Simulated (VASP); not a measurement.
All values below come from LDA (Ceperley-Alder, Perdew-Zunger), VASP's LDA PAW potentials (set 64) (plane waves; VASP).

VASP ran on this input.

### POSCAR
```
KF
1
    0.0000000000     2.6544150000     2.6544150000
    2.6544150000     0.0000000000     2.6544150000
    2.6544150000     2.6544150000     0.0000000000
K F
1 1
Direct
  0.0000000000   0.0000000000   0.0000000000
  0.5000000000   0.5000000000   0.5000000000
```

**INCAR**
```
SYSTEM  =  KF
PREC  =  Accurate; ENCUT  =  520; LREAL  =  .FALSE.
LASPH  =  .TRUE.
EDIFF  =  1E-6; NELM  =  100; ALGO  =  Normal
ISMEAR  =  0; SIGMA  =  0.05
IBRION  =  2; NSW  =  60; ISIF  =  3
EDIFFG  =  -0.01
LWAVE  =  .FALSE.; LCHARG  =  .FALSE.
```

**KPOINTS**
```
Automatic mesh
0
Gamma
8 8 8
0 0 0
```

POTCAR, in this order: K_sv F (LDA.64 set). Program: vasp_std.

The resulting files:

File OUTCAR:
```
 ion  position               nearest neighbor table
   1  0.000  0.000  0.000-   2 2.65   2 2.65   2 2.65   2 2.65   2 2.65   2 2.65
   2  0.500  0.500  0.500-   1 2.65   1 2.65   1 2.65   1 2.65   1 2.65   1 2.65
  LATTYP: Found a face centered cubic cell.
 ALAT       =     5.3088300000
 Subroutine PRICEL returns:
 Original cell was already a primitive cell.
 Subroutine GETGRP returns: Found 48 space group operations
The static configuration has the point symmetry O_h .
The dynamic configuration has the point symmetry O_h .
 Subroutine INISYM returns: Found 48 space group operations
 Subroutine IBZKPT returns following result:
 Found     29 irreducible k-points:

 Following reciprocal coordinates:
            Coordinates               Weight
  0.000000  0.000000  0.000000      1.000000
  0.125000  0.000000  0.000000      8.000000
  0.250000  0.000000  0.000000      8.000000
  0.375000  0.000000  0.000000      8.000000
  0.500000  0.000000  0.000000      4.000000
  0.125000  0.125000  0.000000      6.000000
  0.250000  0.125000  0.000000     24.000000
  0.375000  0.125000  0.000000     24.000000
  0.500000  0.125000  0.000000     24.000000
 -0.375000  0.125000  0.000000     24.000000
 -0.250000  0.125000  0.000000     24.000000
 -0.125000  0.125000  0.000000     12.000000
  0.250000  0.250000  0.000000      6.000000
  0.375000  0.250000  0.000000     24.000000
  0.500000  0.250000  0.000000     24.000000
 -0.375000  0.250000  0.000000     24.000000
 -0.250000  0.250000  0.000000     12.000000
  0.375000  0.375000  0.000000      6.000000
  0.500000  0.375000  0.000000     24.000000
 -0.375000  0.375000  0.000000     12.000000
  0.500000  0.500000  0.000000      3.000000
  0.375000  0.250000  0.125000     24.000000
  0.500000  0.250000  0.125000     48.000000
 -0.375000  0.250000  0.125000     24.000000
  0.500000  0.375000  0.125000     24.000000
 -0.375000  0.375000  0.125000     48.000000
 -0.250000  0.375000  0.125000     24.000000
 -0.375000  0.500000  0.125000     12.000000
 -0.250000  0.500000  0.250000      6.000000
   k-points           NKPTS =     29   k-points in BZ     NKDIM =     29   number of bands    NBANDS=     12
   number of dos      NEDOS =    301   number of ions     NIONS =      2
   total plane-waves  NPLWV =  21952
   dimension x,y,z NGX =    28 NGY =   28 NGZ =   28
   dimension x,y,z NGXF=    56 NGYF=   56 NGZF=   56
   ions per type =               1   1
   PREC   = accura    normal or accurate (medium, high low for compatibility)
   ISTART =      0    job   : 0-new  1-cont  2-samecut
   ICHARG =      2    charge: 1-file 2-atom 10-const
   ISPIN  =      1    spin polarized calculation?
   LNONCOLLINEAR =      F non collinear calculations
   LSORBIT =      F    spin-orbit coupling
   INIWAV =      1    electr: 0-lowe 1-rand  2-diag
   ENCUT  =  520.0 eV  38.22 Ry    6.18 a.u.   6.98  6.98  6.98*2*pi/ulx,y,z
   NELM   =    100;   NELMIN=  2; NELMDL= -5     # of ELM steps
   EDIFF  = 0.1E-05   stopping-criterion for ELM
   LREAL  =      F    real-space projection
   NLSPLINE    = F    spline interpolate recip. space projectors
   LMAXMIX     =    2 max onsite mixed and CHGCAR
   VOSKOWN=      0    Vosko Wilk Nusair interpolation
   EDIFFG = -.1E-01   stopping-criterion for IOM
   NSW    =     60    number of steps for IOM
   NBLOCK =      1;   KBLOCK =     60    inner block; outer block
   IBRION =      2    ionic relax: 0-MD 1-quasi-New 2-CG
   NFREE  =      1    steps in history (QN), initial steepest desc. (CG)
   ISIF   =      3    stress and relaxation
   ISYM   =      2    0-nonsym 1-usesym 2-fastsym
   TEIN   =    0.0    initial temperature
   TEBEG  =    0.0;   TEEND  =   0.0 temperature during run
   SMASS  =  -3.00    Nose mass-parameter (am)
...
```

### OSZICAR
```
       N       E                     dE             d eps       ncg     rms          rms(c)
DAV:   1     0.118681676189E+03    0.11868E+03   -0.82955E+03   696   0.130E+03
DAV:   2    -0.494518001535E+01   -0.12363E+03   -0.11263E+03   840   0.345E+02
DAV:   3    -0.101002566250E+02   -0.51551E+01   -0.51336E+01   892   0.662E+01
DAV:   4    -0.102450733992E+02   -0.14482E+00   -0.14473E+00  1060   0.103E+01
DAV:   5    -0.102471426806E+02   -0.20693E-02   -0.20692E-02   876   0.111E+00    0.611E+00
DAV:   6    -0.912342545843E+01    0.11237E+01   -0.40054E+00   748   0.184E+01    0.405E+00
DAV:   7    -0.907403013196E+01    0.49395E-01   -0.13545E-01   948   0.320E+00    0.251E+00
DAV:   8    -0.904750391337E+01    0.26526E-01   -0.48583E-02   792   0.257E+00    0.200E-01
DAV:   9    -0.904778811523E+01   -0.28420E-03   -0.45322E-03  1020   0.556E-01    0.107E-01
DAV:  10    -0.904791779014E+01   -0.12967E-03   -0.58335E-04   872   0.269E-01    0.554E-02
DAV:  11    -0.904790234898E+01    0.15441E-04   -0.11443E-04   852   0.113E-01    0.124E-02
DAV:  12    -0.904790186587E+01    0.48311E-06   -0.56363E-06   844   0.230E-02
   1 F= -.90479019E+01 E0= -.90479019E+01  d E =-.904790E+01
       N       E                     dE             d eps       ncg     rms          rms(c)
DAV:   1    -0.943839862044E+01   -0.39050E+00   -0.72872E+00   828   0.329E+01    0.459E+00
DAV:   2    -0.911400078112E+01    0.32440E+00   -0.14277E+00   764   0.121E+01    0.130E+00
DAV:   3    -0.907588469427E+01    0.38116E-01   -0.79057E-02  1068   0.334E+00    0.706E-01
DAV:   4    -0.906997207070E+01    0.59126E-02   -0.23547E-02  1200   0.137E+00    0.606E-01
DAV:   5    -0.907078873801E+01   -0.81667E-03   -0.22329E-03  1084   0.447E-01    0.556E-02
DAV:   6    -0.907079788351E+01   -0.91455E-05   -0.57127E-04  1216   0.237E-01    0.437E-02
DAV:   7    -0.907081731594E+01   -0.19432E-04   -0.33406E-05  1016   0.557E-02    0.269E-03
DAV:   8    -0.907081728387E+01    0.32072E-07   -0.73658E-07   636   0.952E-03
   2 F= -.90708173E+01 E0= -.90708173E+01  d E =-.229154E-01
       N       E                     dE             d eps       ncg     rms          rms(c)
DAV:   1    -0.918707095109E+01   -0.11625E+00   -0.22488E+00   832   0.183E+01    0.253E+00
DAV:   2    -0.908795699874E+01    0.99114E-01   -0.42909E-01   768   0.666E+00    0.695E-01
DAV:   3    -0.907635019310E+01    0.11607E-01   -0.23247E-02  1060   0.185E+00    0.437E-01
DAV:   4    -0.907456390669E+01    0.17863E-02   -0.71202E-03  1204   0.748E-01    0.365E-01
DAV:   5    -0.907480917927E+01   -0.24527E-03   -0.57861E-04  1084   0.223E-01    0.327E-02
DAV:   6    -0.907482723286E+01   -0.18054E-04   -0.18993E-04  1248   0.124E-01    0.198E-02
DAV:   7    -0.907483030520E+01   -0.30723E-05   -0.66282E-06   856   0.279E-02    0.136E-03
DAV:   8    -0.907483028853E+01    0.16664E-07   -0.16013E-07   484   0.488E-03
   3 F= -.90748303E+01 E0= -.90748303E+01  d E =-.269284E-01
       N       E                     dE             d eps       ncg     rms          rms(c)
DAV:   1    -0.907593780536E+01   -0.11075E-02   -0.21677E-02   832   0.180E+00    0.248E-01
DAV:   2    -0.907498734469E+01    0.95046E-03   -0.40816E-03   780   0.651E-01    0.658E-02
DAV:   3    -0.907487580967E+01    0.11154E-03   -0.21800E-04  1056   0.179E-01    0.483E-02
DAV:   4    -0.907485846858E+01    0.17341E-04   -0.64278E-05  1196   0.705E-02    0.389E-02
DAV:   5    -0.907486065818E+01   -0.21896E-05   -0.51561E-06  1084   0.186E-02    0.534E-03
DAV:   6    -0.907486088302E+01   -0.22484E-06   -0.13257E-06   772   0.111E-02
   4 F= -.90748609E+01 E0= -.90748609E+01  d E =-.269590E-01
```

### OUTCAR
```
------------------------ aborting loop because EDIFF is reached ----------------------------------------
  FORCE on cell =-STRESS in cart. coord.  units (eV):
  Direction    XX          YY          ZZ          XY          YZ          ZX
  --------------------------------------------------------------------------------------
  Total       -0.0004760     -0.0004760     -0.0004760     -0.0000000      0.0000000      0.0000000
  in kB       -0.0220455     -0.0220455     -0.0220455     -0.0000000      0.0000000      0.0000000
  external PRESSURE =      -0.0220455 kB  Pullay stress =       0.0000000 kB
  volume of cell :       34.59
      direct lattice vectors                 reciprocal lattice vectors
     0.000000000  2.586156351  2.586156351    -0.193337112  0.193337112  0.193337112
     2.586156351  0.000000000  2.586156351     0.193337112 -0.193337112  0.193337112
     2.586156351  2.586156351  0.000000000     0.193337112  0.193337112 -0.193337112
  FREE ENERGIE OF THE ION-ELECTRON SYSTEM (eV)
  ---------------------------------------------------
  free  energy   TOTEN  =        -9.0748608830 eV

  energy  without entropy=       -9.0748608830  energy(sigma->0) =       -9.07486088

 reached required accuracy - stopping structural energy minimisation
```
(Selected blocks of OUTCAR.)

### CONTCAR
```
KF
   1.00000000000000
     0.0000000000000000    2.5861563511070513    2.5861563511070518
     2.5861563511070513    0.0000000000000000    2.5861563511070518
     2.5861563511070513    2.5861563511070513    0.0000000000000000
  K               F
     1     1
Direct
     1.0000000000000000    0.0000000000000000    0.0000000000000000
     0.5000000000000000    0.5000000000000000    0.5000000000000000
```

### OUTCAR
```
 val. band max:       -2.9433991973   @ k =   0.0000   0.0000   0.0000

 cond. band min:       3.3717740208   @ k =   0.0000   0.0000   0.0000


 Fermi energy:        -2.6086021529

 k-point     1 :       0.0000    0.0000    0.0000
  band No.  band energies     occupation
      1     -28.3369      2.00000
      2     -21.2107      2.00000
      3     -11.7173      2.00000
      4     -11.7173      2.00000
      5     -11.7173      2.00000
      6      -2.9434      2.00000
      7      -2.9434      2.00000
      8      -2.9434      2.00000
      9       3.3718      0.00000
     10       7.8202      0.00000
     11       7.8202      0.00000
     12       7.8202      0.00000

 k-point     2 :       0.1250    0.0000    0.0000
  band No.  band energies     occupation
      1     -28.3133      2.00000
      2     -21.2352      2.00000
      3     -11.7699      2.00000
      4     -11.7239      2.00000
      5     -11.7239      2.00000
      6      -3.1174      2.00000
      7      -3.0139      2.00000
      8      -3.0139      2.00000
      9       3.8524      0.00000
     10       7.5325      0.00000
     11       8.0603      0.00000
     12       8.0603      0.00000

 k-point     3 :       0.2500    0.0000    0.0000
  band No.  band energies     occupation
      1     -28.2553      2.00000
      2     -21.2950      2.00000
      3     -11.8953      2.00000
      4     -11.7395      2.00000
      5     -11.7395      2.00000
      6      -3.4809      2.00000
      7      -3.1794      2.00000
      8      -3.1794      2.00000
      9       5.0117      0.00000
     10       7.1816      0.00000
     11       8.6657      0.00000
     12       8.6657      0.00000

 k-point     4 :       0.3750    0.0000    0.0000
  band No.  band energies     occupation
      1     -28.1960      2.00000
      2     -21.3565      2.00000
      3     -12.0187      2.00000
      4     -11.7547      2.00000
      5     -11.7547      2.00000
      6      -3.7920      2.00000
...
```

Energy and stress use the plane-wave basis of the starting cell.

The structure comes from a computed database's KF entry (Fm-3m); how it stands against other phases isn't given here. This run relaxes it. Symmetry was kept, so distortions that lower it aren't found.
